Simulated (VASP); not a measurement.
Output of a VASP run:

### OUTCAR
```
 ion  position               nearest neighbor table
   1  0.000  0.000  0.000-
  LATTYP: Found a body centered cubic cell.
 ALAT       =     3.0300000000
 Subroutine PRICEL returns:
 Original cell was already a primitive cell.
 Subroutine GETGRP returns: Found 48 space group operations
The static configuration has the point symmetry O_h .
The dynamic configuration has the point symmetry O_h .
 Subroutine INISYM returns: Found 48 space group operations
 Subroutine IBZKPT returns following result:
 Found    120 irreducible k-points:

 Following reciprocal coordinates:
            Coordinates               Weight
  0.000000  0.000000  0.000000      1.000000
  0.066667  0.000000  0.000000     12.000000
  0.133333  0.000000  0.000000     12.000000
  0.200000  0.000000  0.000000     12.000000
  0.266667  0.000000  0.000000     12.000000
  0.333333  0.000000  0.000000     12.000000
  0.400000  0.000000  0.000000     12.000000
  0.466667  0.000000  0.000000     12.000000
  0.066667  0.066667  0.000000     24.000000
  0.133333  0.066667  0.000000     48.000000
  0.200000  0.066667 -0.000000     48.000000
  0.266667  0.066667  0.000000     48.000000
  0.333333  0.066667  0.000000     48.000000
  0.400000  0.066667  0.000000     48.000000
  0.466667  0.066667  0.000000     24.000000
  0.133333  0.133333  0.000000     24.000000
  0.200000  0.133333  0.000000     48.000000
  0.266667  0.133333 -0.000000     48.000000
  0.333333  0.133333  0.000000     48.000000
  0.400000  0.133333  0.000000     48.000000
  0.200000  0.200000  0.000000     24.000000
  0.266667  0.200000 -0.000000     48.000000
  0.333333  0.200000  0.000000     48.000000
  0.400000  0.200000 -0.000000     24.000000
  0.266667  0.266667  0.000000     24.000000
  0.333333  0.266667  0.000000     48.000000
  0.333333  0.333333  0.000000      8.000000
  0.066667  0.066667  0.066667      8.000000
  0.133333  0.066667  0.066667     24.000000
  0.200000  0.066667  0.066667     24.000000
  0.266667  0.066667  0.066667     24.000000
  0.333333  0.066667  0.066667     24.000000
  0.400000  0.066667  0.066667     24.000000
 -0.066667  0.066667  0.066667      6.000000
  0.133333  0.133333  0.066667     24.000000
  0.200000  0.133333  0.066667     48.000000
  0.266667  0.133333  0.066667     48.000000
  0.333333  0.133333  0.066667     48.000000
  0.400000  0.133333  0.066667     24.000000
 -0.133333  0.133333  0.066667     24.000000
   k-points           NKPTS =    120   k-points in BZ     NKDIM =    120   number of bands    NBANDS=     10
   number of dos      NEDOS =    301   number of ions     NIONS =      1
   total plane-waves  NPLWV =   8000
   dimension x,y,z NGX =    20 NGY =   20 NGZ =   20
   dimension x,y,z NGXF=    40 NGYF=   40 NGZF=   40
   ions per type =               1
   PREC   = accura    normal or accurate (medium, high low for compatibility)
   ISTART =      0    job   : 0-new  1-cont  2-samecut
   ICHARG =      2    charge: 1-file 2-atom 10-const
   ISPIN  =      1    spin polarized calculation?
   LNONCOLLINEAR =      F non collinear calculations
   LSORBIT =      F    spin-orbit coupling
   INIWAV =      1    electr: 0-lowe 1-rand  2-diag
   ENCUT  =  520.0 eV  38.22 Ry    6.18 a.u.   4.88  4.88  4.88*2*pi/ulx,y,z
   NELM   =    100;   NELMIN=  2; NELMDL= -5     # of ELM steps
   EDIFF  = 0.1E-05   stopping-criterion for ELM
   LREAL  =      F    real-space projection
   NLSPLINE    = F    spline interpolate recip. space projectors
   LMAXMIX     =    4 max onsite mixed and CHGCAR
   VOSKOWN=      0    Vosko Wilk Nusair interpolation
   EDIFFG = -.1E-01   stopping-criterion for IOM
   NSW    =     60    number of steps for IOM
   NBLOCK =      1;   KBLOCK =     60    inner block; outer block
   IBRION =      2    ionic relax: 0-MD 1-quasi-New 2-CG
   NFREE  =      1    steps in history (QN), initial steepest desc. (CG)
...
```

File OSZICAR:
```
       N       E                     dE             d eps       ncg     rms          rms(c)
DAV:   1     0.869764240199E+02    0.86976E+02   -0.73982E+03  2408   0.142E+03
DAV:   2    -0.886085542515E+01   -0.95837E+02   -0.94135E+02  2476   0.370E+02
DAV:   3    -0.103454046365E+02   -0.14845E+01   -0.14311E+01  2506   0.541E+01
DAV:   4    -0.103564681951E+02   -0.11064E-01   -0.11061E-01  2466   0.470E+00
DAV:   5    -0.103565790693E+02   -0.11087E-03   -0.11088E-03  2502   0.494E-01    0.174E+01
DAV:   6    -0.897474027653E+01    0.13818E+01   -0.59247E+00  2410   0.360E+01    0.140E+00
DAV:   7    -0.895841249361E+01    0.16328E-01   -0.24871E-02  2412   0.280E+00    0.917E-01
DAV:   8    -0.895034768435E+01    0.80648E-02   -0.62569E-03  2442   0.130E+00    0.468E-02
DAV:   9    -0.895038987214E+01   -0.42188E-04   -0.60305E-05  2414   0.127E-01    0.254E-02
DAV:  10    -0.895039485218E+01   -0.49800E-05   -0.73108E-06  2436   0.311E-02    0.194E-03
DAV:  11    -0.895039533289E+01   -0.48071E-06   -0.20205E-07  1208   0.688E-03
   1 F= -.89503953E+01 E0= -.89507924E+01  d E =-.895040E+01
       N       E                     dE             d eps       ncg     rms          rms(c)
DAV:   1    -0.103337980441E+02   -0.13834E+01   -0.28506E+01  2400   0.922E+01    0.139E+01
DAV:   2    -0.896751440664E+01    0.13663E+01   -0.55142E+00  2406   0.366E+01    0.295E+00
DAV:   3    -0.895181807387E+01    0.15696E-01   -0.22730E-02  2400   0.225E+00    0.186E+00
DAV:   4    -0.894502456260E+01    0.67935E-02   -0.12018E-02  2404   0.152E+00    0.660E-02
DAV:   5    -0.894510154478E+01   -0.76982E-04   -0.14231E-04  2448   0.161E-01    0.585E-02
DAV:   6    -0.894507830877E+01    0.23236E-04   -0.81000E-06  2376   0.336E-02    0.176E-03
DAV:   7    -0.894507883241E+01   -0.52364E-06   -0.10827E-07  1200   0.485E-03
   2 F= -.89450788E+01 E0= -.89455070E+01  d E =0.531650E-02
       N       E                     dE             d eps       ncg     rms          rms(c)
DAV:   1    -0.939558200638E+01   -0.45050E+00   -0.91477E+00  2400   0.547E+01    0.688E+00
DAV:   2    -0.896734654470E+01    0.42824E+00   -0.20967E+00  2404   0.207E+01    0.136E+00
DAV:   3    -0.896210933428E+01    0.52372E-02   -0.89726E-03  2400   0.149E+00    0.685E-01
DAV:   4    -0.896000450287E+01    0.21048E-02   -0.43682E-03  2404   0.947E-01    0.747E-02
DAV:   5    -0.896001617832E+01   -0.11675E-04   -0.14157E-04  2434   0.175E-01    0.178E-02
DAV:   6    -0.896001324346E+01    0.29349E-05   -0.16505E-05  2404   0.572E-02    0.169E-03
DAV:   7    -0.896001301543E+01    0.22804E-06   -0.59048E-08  1200   0.360E-03
   3 F= -.89600130E+01 E0= -.89604454E+01  d E =-.961768E-02
```

File OUTCAR:
```
------------------------ aborting loop because EDIFF is reached ----------------------------------------
  FORCE on cell =-STRESS in cart. coord.  units (eV):
  Direction    XX          YY          ZZ          XY          YZ          ZX
  --------------------------------------------------------------------------------------
  Total       -0.0052678     -0.0052678     -0.0052678     -0.0000000     -0.0000000      0.0000000
  in kB       -0.6285145     -0.6285145     -0.6285145     -0.0000000     -0.0000000      0.0000000
  external PRESSURE =      -0.6285145 kB  Pullay stress =       0.0000000 kB
  volume of cell :       13.43
      direct lattice vectors                 reciprocal lattice vectors
    -1.497345955  1.497345955  1.497345955     0.000000000  0.333924166  0.333924166
     1.497345955 -1.497345955  1.497345955     0.333924166  0.000000000  0.333924166
     1.497345955  1.497345955 -1.497345955     0.333924166  0.333924166  0.000000000
 POSITION                                       TOTAL-FORCE (eV/Angst)
 -----------------------------------------------------------------------------------
      0.00000     -0.00000      0.00000         0.000000      0.000000      0.000000
 -----------------------------------------------------------------------------------
    total drift:                                0.000000     -0.000000      0.000000
  FREE ENERGIE OF THE ION-ELECTRON SYSTEM (eV)
  ---------------------------------------------------
  free  energy   TOTEN  =        -8.9600130154 eV

  energy  without entropy=       -8.9613100467  energy(sigma->0) =       -8.96044536

 reached required accuracy - stopping structural energy minimisation
```
(Selected blocks of OUTCAR.)

### POSCAR
```
V
1
   -1.5150000000     1.5150000000     1.5150000000
    1.5150000000    -1.5150000000     1.5150000000
    1.5150000000     1.5150000000    -1.5150000000
V
1
Direct
  0.0000000000   0.0000000000   0.0000000000
```

Problem. Write an INCAR and KPOINTS that could have produced this output.

Solution. Several could match; the one computed here: the input of the run itself, PW91 GGA, plane waves, VASP's PBE PAW potentials (set 64).

INCAR:
```
ALGO = Normal
EDIFF = 1E-6
EDIFFG = -0.01
ENCUT = 520
GGA = 91
IBRION = 2
ISIF = 3
ISMEAR = 1
LASPH = T
LCHARG = F
LMAXMIX = 4
LREAL = F
LWAVE = F
NELM = 100
NSW = 60
PREC = Accurate
SIGMA = 0.1
SYSTEM = V
```

**KPOINTS**
```
Automatic mesh
0
Gamma
15 15 15
0 0 0
```

POTCAR, in this order: V_sv (PBE.64 set). Program: vasp_std.

Energy and stress use the plane-wave basis of the starting cell.

The compound is V in the bcc structure. This run relaxes it. Symmetry was kept, so distortions that lower it aren't found. The run is not spin-polarised, so no magnetic state was tried.
